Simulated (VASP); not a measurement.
```
ZrC
1.0
    0.00000     2.33288     2.33288
    2.33288     0.00000     2.33288
    2.33288     2.33288     0.00000
Zr C
1 1
Direct
  0.00000   0.00000   0.00000
  0.50000   0.50000   0.50000
```

Level of theory: r2SCAN meta-GGA, VASP's PBE PAW potentials (set 64) (plane waves; VASP). Run with 520 eV cut-off, 13×13×13 Γ-centred mesh, first-order Methfessel-Paxton smearing of 0.10 eV, potentials Zr_sv C.

### Question
Give the stress tensor in GPa (positive for a compressed cell).

### Answer

```
7.41  0.00  0.00
0.00  7.41  0.00
0.00  0.00  7.41
```
The pressure is its mean diagonal, 7.41 GPa.

The compound is ZrC in the rock salt structure. This cell is one point of a volume scan, at 0.97 of the reference volume.
